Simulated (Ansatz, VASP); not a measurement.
# Cross-check of La2O3 between VASP and Ansatz, part 3 of 3

Aim: how closely do two programs agree when they are given the same cell, functional and k mesh? The cell is taken from a series of runs on this material, whose earlier steps may have relaxed, scaled, displaced or heated it; both programs get it as it stands.

VASP 6.6.1 and Ansatz 0.2.0.

So far: The structure; Ansatz: zone-centre phonons, LDA; VASP: zone-centre phonons, LDA.

### 3. VASP: zone-centre phonons, LDA (continued)

Level of this step: LDA; plane waves and PAW (O, La) (VASP).

Numbers of over 12 decimals in the logs are rounded to 6 here.

OUTCAR, selected parts (step 3):

```text
ion  position               nearest neighbor table
   1  0.667  0.333  0.352-   5 2.33   5 2.33   5 2.33   4 2.38
   2  0.333  0.667  0.648-   4 2.33   4 2.33   4 2.33   5 2.38
   3  0.000  0.000  0.000-   4 2.65   5 2.65   5 2.65   4 2.65   4 2.65   5 2.65
   4  0.667  0.333  0.758-   2 2.33   2 2.33   2 2.33   1 2.38   3 2.65   3 2.65   3 2.65   5 3.62
                             5 3.62   5 3.62
   5  0.333  0.667  0.242-   1 2.33   1 2.33   1 2.33   2 2.38   3 2.65   3 2.65   3 2.65   4 3.62
                             4 3.62   4 3.62

  LATTYP: Found a hexagonal cell.
 ALAT       =     3.8710687604
 C/A-ratio  =     1.5158698104

 Subroutine GETGRP returns: Found 12 space group operations
 (whereof 12 operations were pure point group operations)

The static configuration has the point symmetry D_3d.

 Found     43 irreducible k-points:

   k-points           NKPTS =     43   k-points in BZ     NKDIM =     43   number of bands    NBANDS=     26

   dimension x,y,z NGX =    32 NGY =   32 NGZ =   48
   dimension x,y,z NGXF=    64 NGYF=   64 NGZF=   96

   ENCUT  =  600.0 eV  44.10 Ry    6.64 a.u.   7.73  7.73 11.72*2*pi/ulx,y,z

   NELECT =      40.0000    total number of electrons

 k-points in reciprocal lattice and weights: Automatic mesh
   0.00000000  0.00000000  0.00000000       0.003
   0.11111111  0.00000000  0.00000000       0.019
   0.22222222  0.00000000  0.00000000       0.019
   0.33333333  0.00000000  0.00000000       0.019
   0.44444444  0.00000000  0.00000000       0.019
   0.11111111  0.11111111  0.00000000       0.019
   0.22222222  0.11111111  0.00000000       0.037
   0.33333333  0.11111111  0.00000000       0.037
   0.44444444  0.11111111  0.00000000       0.019
[...]
0.33333333  0.22222222  0.50000000       0.037
   0.33333333  0.33333333  0.50000000       0.006

 average (electrostatic) potential at core
       1 -67.5822       2 -67.5822       3 -67.0726       4 -94.0339       5 -94.0339

 Eigenvectors and eigenvalues of the dynamical matrix
 ----------------------------------------------------

   1 f  =   13.634561 THz    85.668476 2PiTHz  454.800013 cm-1    56.387990 meV
             X         Y         Z           dx          dy          dz
      1.935534  1.117481  2.066157    -0.000000    0.000000    0.548304
     -0.000000  2.234963  3.801880     0.000000    0.000000    0.548304
      0.000000  0.000000  0.000000     0.000000   -0.000000   -0.621037
      1.935534  1.117481  4.446849    -0.000000   -0.000000   -0.080739
     -0.000000  2.234963  1.421187     0.000000   -0.000000   -0.080739

   2 f  =   12.477514 THz    78.398530 2PiTHz  416.205052 cm-1    51.602827 meV
             X         Y         Z           dx          dy          dz
      1.935534  1.117481  2.066157     0.698066    0.000000    0.000000
     -0.000000  2.234963  3.801880    -0.698066   -0.000000   -0.000000
      0.000000  0.000000  0.000000     0.000000    0.000000   -0.000000
      1.935534  1.117481  4.446849     0.112711    0.000000   -0.000000
     -0.000000  2.234963  1.421187    -0.112711   -0.000000   -0.000000

   3 f  =   12.477514 THz    78.398530 2PiTHz  416.205052 cm-1    51.602827 meV
             X         Y         Z           dx          dy          dz
      1.935534  1.117481  2.066157     0.000000   -0.698066   -0.000000
     -0.000000  2.234963  3.801880    -0.000000    0.698066   -0.000000
      0.000000  0.000000  0.000000    -0.000000   -0.000000    0.000000
      1.935534  1.117481  4.446849     0.000000   -0.112711    0.000000
     -0.000000  2.234963  1.421187    -0.000000    0.112711    0.000000

   4 f  =   12.035829 THz    75.623343 2PiTHz  401.472038 cm-1    49.776166 meV
             X         Y         Z           dx          dy          dz
      1.935534  1.117481  2.066157     0.000000    0.000000   -0.694262
     -0.000000  2.234963  3.801880    -0.000000    0.000000    0.694262
      0.000000  0.000000  0.000000     0.000000   -0.000000   -0.000000
      1.935534  1.117481  4.446849     0.000000   -0.000000   -0.134164
     -0.000000  2.234963  1.421187     0.000000   -0.000000    0.134164

   5 f  =   11.565811 THz    72.670135 2PiTHz  385.793933 cm-1    47.832330 meV
             X         Y         Z           dx          dy          dz
      1.935534  1.117481  2.066157    -0.648052   -0.000050    0.000000
     -0.000000  2.234963  3.801880    -0.648052   -0.000050   -0.000000
      0.000000  0.000000  0.000000     0.325148    0.000025   -0.000000
      1.935534  1.117481  4.446849     0.164828    0.000013   -0.000000
     -0.000000  2.234963  1.421187     0.164828    0.000013   -0.000000

   6 f  =   11.565811 THz    72.670135 2PiTHz  385.793933 cm-1    47.832330 meV
             X         Y         Z           dx          dy          dz
      1.935534  1.117481  2.066157    -0.000050    0.648052   -0.000000
     -0.000000  2.234963  3.801880    -0.000050    0.648052   -0.000000
      0.000000  0.000000  0.000000     0.000025   -0.325148   -0.000000
      1.935534  1.117481  4.446849     0.000013   -0.164828    0.000000
     -0.000000  2.234963  1.421187     0.000013   -0.164828   -0.000000

   7 f  =    6.648182 THz    41.771762 2PiTHz  221.759496 cm-1    27.494661 meV
             X         Y         Z           dx          dy          dz
      1.935534  1.117481  2.066157    -0.175422   -0.000028   -0.000000
     -0.000000  2.234963  3.801880    -0.175422   -0.000028   -0.000000
      0.000000  0.000000  0.000000    -0.918981   -0.000146   -0.000000
      1.935534  1.117481  4.446849     0.216712    0.000034    0.000000
     -0.000000  2.234963  1.421187     0.216712    0.000034    0.000000

   8 f  =    6.648182 THz    41.771762 2PiTHz  221.759496 cm-1    27.494661 meV
             X         Y         Z           dx          dy          dz
      1.935534  1.117481  2.066157    -0.000028    0.175422   -0.000000
     -0.000000  2.234963  3.801880    -0.000028    0.175422   -0.000000
      0.000000  0.000000  0.000000    -0.000146    0.918981   -0.000000
      1.935534  1.117481  4.446849     0.000034   -0.216712    0.000000
     -0.000000  2.234963  1.421187     0.000034   -0.216712    0.000000

   9 f  =    6.572137 THz    41.293953 2PiTHz  219.222887 cm-1    27.180162 meV
             X         Y         Z           dx          dy          dz
      1.935534  1.117481  2.066157     0.000000   -0.000000   -0.387507
     -0.000000  2.234963  3.801880     0.000000   -0.000000   -0.387507
      0.000000  0.000000  0.000000     0.000000   -0.000000   -0.751706
      1.935534  1.117481  4.446849    -0.000000    0.000000    0.259437
     -0.000000  2.234963  1.421187    -0.000000    0.000000    0.259437

  10 f  =    6.184306 THz    38.857139 2PiTHz  206.286233 cm-1    25.576222 meV
             X         Y         Z           dx          dy          dz
      1.935534  1.117481  2.066157     0.000000   -0.000000   -0.134164
     -0.000000  2.234963  3.801880     0.000000   -0.000000    0.134164
      0.000000  0.000000  0.000000     0.000000   -0.000000    0.000000
      1.935534  1.117481  4.446849    -0.000000    0.000000    0.694262
     -0.000000  2.234963  1.421187     0.000000   -0.000000   -0.694262

  11 f  =    3.344794 THz    21.015963 2PiTHz  111.570330 cm-1    13.832952 meV
             X         Y         Z           dx          dy          dz
      1.935534  1.117481  2.066157     0.112711    0.000286    0.000000
     -0.000000  2.234963  3.801880    -0.112711   -0.000286    0.000000
      0.000000  0.000000  0.000000    -0.000000   -0.000000    0.000000
      1.935534  1.117481  4.446849    -0.698064   -0.001771    0.000000
     -0.000000  2.234963  1.421187     0.698064    0.001771    0.000000

  12 f  =    3.344794 THz    21.015963 2PiTHz  111.570330 cm-1    13.832952 meV
             X         Y         Z           dx          dy          dz
      1.935534  1.117481  2.066157    -0.000286    0.112711   -0.000000
     -0.000000  2.234963  3.801880     0.000286   -0.112711   -0.000000
      0.000000  0.000000  0.000000    -0.000000   -0.000000   -0.000000
      1.935534  1.117481  4.446849     0.001771   -0.698064   -0.000000
     -0.000000  2.234963  1.421187    -0.001771    0.698064   -0.000000

  13 f/i=    0.003107 THz     0.019524 2PiTHz    0.103647 cm-1     0.012851 meV
             X         Y         Z           dx          dy          dz
      1.935534  1.117481  2.066157    -0.000000    0.000000   -0.221812
     -0.000000  2.234963  3.801880    -0.000000    0.000000   -0.221812
      0.000000  0.000000  0.000000    -0.000000    0.000000   -0.221927
      1.935534  1.117481  4.446849    -0.000000    0.000000   -0.652820
     -0.000000  2.234963  1.421187    -0.000000    0.000000   -0.652820

  14 f/i=    0.010669 THz     0.067034 2PiTHz    0.355874 cm-1     0.044123 meV
             X         Y         Z           dx          dy          dz
      1.935534  1.117481  2.066157     0.218660    0.037998   -0.000000
     -0.000000  2.234963  3.801880     0.218660    0.037998   -0.000000
      0.000000  0.000000  0.000000     0.219759    0.038189   -0.000000
      1.935534  1.117481  4.446849     0.642949    0.111730   -0.000000
     -0.000000  2.234963  1.421187     0.642949    0.111730   -0.000000

  15 f/i=    0.010669 THz     0.067034 2PiTHz    0.355874 cm-1     0.044123 meV
             X         Y         Z           dx          dy          dz
      1.935534  1.117481  2.066157     0.037998   -0.218660   -0.000000
     -0.000000  2.234963  3.801880     0.037998   -0.218660   -0.000000
      0.000000  0.000000  0.000000     0.038189   -0.219759   -0.000000
      1.935534  1.117481  4.446849     0.111730   -0.642949   -0.000000
     -0.000000  2.234963  1.421187     0.111730   -0.642949   -0.000000

 MACROSCOPIC STATIC DIELECTRIC TENSOR IONIC CONTRIBUTION
 ------------------------------------------------------
          17.343614     0.000000    -0.000000
           0.000000    17.343614     0.000000
          -0.000000     0.000000    18.544176
 ------------------------------------------------------

 ELASTIC MODULI CONTR FROM IONIC RELAXATION (kBar)
 Direction    XX          YY          ZZ          XY          YZ          ZX
 --------------------------------------------------------------------------------
 XX        -463.0327    282.8529    -74.6041      0.0000    197.2214     -0.0000
 YY         282.8529   -463.0327    -74.6041     -0.0000   -197.2214      0.0000
 ZZ         -74.6041    -74.6041   -471.8529      0.0000     -0.0000     -0.0000
 XY           0.0000     -0.0000      0.0000   -372.9428     -0.0000    203.8710
 YZ         197.2214   -197.2214     -0.0000     -0.0000   -116.4377      0.0000
 ZX          -0.0000      0.0000     -0.0000    203.8710      0.0000   -122.0218
 --------------------------------------------------------------------------------

 PIEZOELECTRIC TENSOR IONIC CONTR  for field in x, y, z        (C/m^2)
          XX          YY          ZZ          XY          YZ          ZX
  --------------------------------------------------------------------------------
  x    -0.00000     0.00000     0.00000    -0.00000    -0.00000     0.00000
  y    -0.00000     0.00000    -0.00000    -0.00000     0.00000     0.00000
  z     0.00000    -0.00000     0.00000     0.00000    -0.00000    -0.00000
```

### 4. Comparison

Known differences besides the potentials themselves: the two LDA forms differ slightly; fixed occupations in Ansatz, narrow Gaussian smearing in VASP; VASP's response is taken on the typed mesh, Ansatz refines its own for the field response alone; the cutoff is 420 eV in Ansatz and 600 eV in VASP; VASP's log shows a relativistic correction to its local exchange, Ansatz's none; VASP's log repeats an internal error in its field response. Total energies have different zeros and are not compared.

The two programs side by side:

| quantity | Ansatz | VASP | difference |
| --- | --- | --- | --- |
| ε∞ xx | 4.95 | 4.95 | +0.03 % |
| ε∞ yy | 4.95 | 4.95 | +0.03 % |
| ε∞ zz | 4.93 | 4.93 | -0.03 % |
| Born charge of O1 (mean of the diagonal) (e) | -2.78 | -2.78 | 0.00 |
| Born charge of La4 (mean of the diagonal) (e) | 4.13 | 4.14 | -0.01 |
| optical mode 1 to 2 (cm⁻¹) | 111.5 | 111.6 | -0.10 % |
| optical mode 3 (cm⁻¹) | 206.1 | 206.3 | -0.11 % |
| optical mode 4 (cm⁻¹) | 219.1 | 219.2 | -0.04 % |
| optical mode 5 to 6 (cm⁻¹) | 221.7 | 221.8 | -0.04 % |
| optical mode 7 to 8 (cm⁻¹) | 386.2 | 385.8 | +0.10 % |
| optical mode 9 (cm⁻¹) | 402.1 | 401.5 | +0.14 % |
| optical mode 10 to 11 (cm⁻¹) | 416.8 | 416.2 | +0.13 % |
| optical mode 12 (cm⁻¹) | 454.7 | 454.8 | -0.03 % |

Modes are paired by rising frequency, not by their patterns, so a pair may set unlike modes beside each other; they are those without the splitting of longitudinal modes.

### 5. Summary of results

```yaml
r_m_s_difference_of_the_optical_zone_centre_modes_each_program_s_sorted_by_frequency_zone_centre_phonons_lda: 0.34 cm⁻¹
```

In words: The r.m.s. difference of the optical zone-centre modes, each program's sorted by frequency is 0.34 cm⁻¹ (zone-centre phonons, LDA). How closely two codes agree says nothing of how well the functional describes the real material.

[Lines on the potential files, build, host, timing and source positions are cut from VASP's logs without a mark.]

[Logs are printed without paths, hosts, clocks, repeated set-up lines and the standing remarks that a program may print on its own settings, such as how far it seeks lower states.]

[Hosts, paths, dates, database ids (printed as entryN), source tags and the programs' standing remarks are cut or masked in the printed files.]
